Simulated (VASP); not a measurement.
Computed with LDA (Ceperley-Alder, Perdew-Zunger), VASP's LDA PAW potentials (set 64) (plane waves; VASP).

Input for VASP

File POSCAR:
```
Ta
1
   -1.6281530033     1.6281530033     1.6281530033
    1.6281530033    -1.6281530033     1.6281530033
    1.6281530033     1.6281530033    -1.6281530033
Ta
1
Direct
  0.0000000000   0.0000000000   0.0000000000
```

KPOINTS:
```
Automatic mesh
0
gamma
  16 16 16
```

INCAR:
```
IBRION  =  2   # conjugate gradients
NSW  =  40   # most ionic steps
EDIFF  =  1E-6   # SCF stop (eV)
ISIF  =  3   # ions, shape and volume
PREC  =  Accurate
ALGO  =  Normal
LASPH  =  .True.   # aspherical one-centre terms
LWAVE  =  .False.
SYSTEM  =  Ta
LMAXMIX  =  6   # l cut-off of mixed one-centre charges
ENCUT  =  500   # plane-wave cut-off (eV)
ISMEAR  =  1   # Methfessel-Paxton
NELM  =  100
SIGMA  =  0.1
EDIFFG  =  -0.02
LCHARG  =  .False.
LREAL  =  .False.
PSTRESS  =  50
```

POTCAR, in this order: Ta_pv (LDA.64 set). Program: vasp_std.

Output

### OUTCAR
```
 ion  position               nearest neighbor table
   1  0.000  0.000  0.000-
  LATTYP: Found a body centered cubic cell.
 ALAT       =     3.2563060066
 Subroutine PRICEL returns:
 Original cell was already a primitive cell.
 Subroutine GETGRP returns: Found 48 space group operations
The static configuration has the point symmetry O_h .
The dynamic configuration has the point symmetry O_h .
 Subroutine INISYM returns: Found 48 space group operations
 Subroutine IBZKPT returns following result:
 Found    145 irreducible k-points:

 Following reciprocal coordinates:
            Coordinates               Weight
  0.000000  0.000000  0.000000      1.000000
  0.062500  0.000000  0.000000     12.000000
  0.125000  0.000000  0.000000     12.000000
  0.187500  0.000000  0.000000     12.000000
  0.250000  0.000000  0.000000     12.000000
  0.312500  0.000000  0.000000     12.000000
  0.375000  0.000000  0.000000     12.000000
  0.437500  0.000000  0.000000     12.000000
  0.500000  0.000000  0.000000      6.000000
  0.062500  0.062500  0.000000     24.000000
...
```

File OSZICAR:
```
       N       E                     dE             d eps       ncg     rms          rms(c)
DAV:   1     0.444337317783E+02    0.44434E+02   -0.64113E+03  2618   0.114E+03
DAV:   2    -0.127035422027E+02   -0.57137E+02   -0.56167E+02  3425   0.243E+02
DAV:   3    -0.132863391358E+02   -0.58280E+00   -0.56963E+00  3002   0.249E+01
DAV:   4    -0.132913557043E+02   -0.50166E-02   -0.49598E-02  3074   0.166E+00
DAV:   5    -0.132913840962E+02   -0.28392E-04   -0.28387E-04  2945   0.112E-01    0.145E+01
DAV:   6    -0.129343287871E+02    0.35706E+00   -0.37622E-01  2712   0.726E+00    0.703E+00
DAV:   7    -0.128256271135E+02    0.10870E+00   -0.29072E-01  2735   0.603E+00    0.388E-01
DAV:   8    -0.128235242347E+02    0.21029E-02   -0.42335E-03  2822   0.892E-01    0.974E-02
DAV:   9    -0.128234929940E+02    0.31241E-04   -0.10659E-04  2873   0.124E-01    0.279E-02
DAV:  10    -0.128234929309E+02    0.63090E-07   -0.36667E-06  3194   0.252E-02
   1 F= -.12284721E+02 E0= -.12284508E+02  d E =-.122847E+02
       N       E                     dE             d eps       ncg     rms          rms(c)
DAV:   1    -0.131335376234E+02   -0.31004E+00   -0.12665E+01  2651   0.514E+01    0.608E+00
DAV:   2    -0.128215925199E+02    0.31195E+00   -0.40401E-01  2650   0.866E+00    0.206E+00
DAV:   3    -0.127474405651E+02    0.74152E-01   -0.22544E-01  2689   0.619E+00    0.810E-01
DAV:   4    -0.127484042124E+02   -0.96365E-03   -0.32551E-03  3176   0.623E-01    0.799E-02
DAV:   5    -0.127484020737E+02    0.21386E-05   -0.21588E-04  2734   0.181E-01    0.471E-02
DAV:   6    -0.127484026637E+02   -0.59001E-06   -0.79319E-06  2900   0.351E-02
   2 F= -.12250421E+02 E0= -.12250439E+02  d E =0.343001E-01
       N       E                     dE             d eps       ncg     rms          rms(c)
DAV:   1    -0.130182847722E+02   -0.26988E+00   -0.69557E+00  2658   0.397E+01    0.426E+00
DAV:   2    -0.128541420175E+02    0.16414E+00   -0.22612E-01  2673   0.607E+00    0.145E+00
DAV:   3    -0.128173300433E+02    0.36812E-01   -0.11754E-01  2685   0.428E+00    0.507E-01
DAV:   4    -0.128178742075E+02   -0.54416E-03   -0.14481E-03  3160   0.402E-01    0.591E-02
DAV:   5    -0.128178754400E+02   -0.12325E-05   -0.11632E-04  2767   0.133E-01    0.358E-02
DAV:   6    -0.128178776887E+02   -0.22487E-05   -0.23668E-06  2893   0.159E-02    0.807E-04
DAV:   7    -0.128178776946E+02   -0.59158E-08   -0.16932E-08  1368   0.132E-03
   3 F= -.12290796E+02 E0= -.12290676E+02  d E =-.607466E-02
```

File OUTCAR:
```
------------------------ aborting loop because EDIFF is reached ----------------------------------------
  FORCE on cell =-STRESS in cart. coord.  units (eV):
  Direction    XX          YY          ZZ          XY          YZ          ZX
  --------------------------------------------------------------------------------------
  Total        0.5156459      0.5156459      0.5156459      0.0000000      0.0000000     -0.0000000
  in kB       48.9151339     48.9151339     48.9151339      0.0000000      0.0000000     -0.0000000
  external PRESSURE =      -1.0848661 kB  Pullay stress =      50.0000000 kB
  volume of cell :       16.89
      direct lattice vectors                 reciprocal lattice vectors
    -1.616291295  1.616291295  1.616291295     0.000000000  0.309350178  0.309350178
     1.616291295 -1.616291295  1.616291295     0.309350178  0.000000000  0.309350178
     1.616291295  1.616291295 -1.616291295     0.309350178  0.309350178  0.000000000
 POSITION                                       TOTAL-FORCE (eV/Angst)
 -----------------------------------------------------------------------------------
      0.00000      0.00000      0.00000         0.000000      0.000000      0.000000
 -----------------------------------------------------------------------------------
    total drift:                                0.000000     -0.000000      0.000000
  FREE ENERGIE OF THE ION-ELECTRON SYSTEM (eV)
  ---------------------------------------------------
  free  energy   TOTEN  =       -12.8178776946 eV

  energy  without entropy=      -12.8175184998  energy(sigma->0) =      -12.81775796
  enthalpy is  TOTEN    =       -12.2907955367 eV   P V=        0.5270821579

 reached required accuracy - stopping structural energy minimisation
```
(Selected blocks of OUTCAR.)

CONTCAR:
```
Ta
   1.00000000000000
    -1.6162912953515141    1.6162912953515141    1.6162912953515141
     1.6162912953515141   -1.6162912953515141    1.6162912953515141
     1.6162912953515141    1.6162912953515141   -1.6162912953515141
  Ta
     1
Direct
     0.0000000000000000    0.0000000000000000    0.0000000000000000
```

Energy and stress use the plane-wave basis of the starting cell.

The compound is Ta in the bcc structure. This run relaxes it under an external pressure of 5 GPa. Symmetry was kept, so distortions that lower it aren't found.
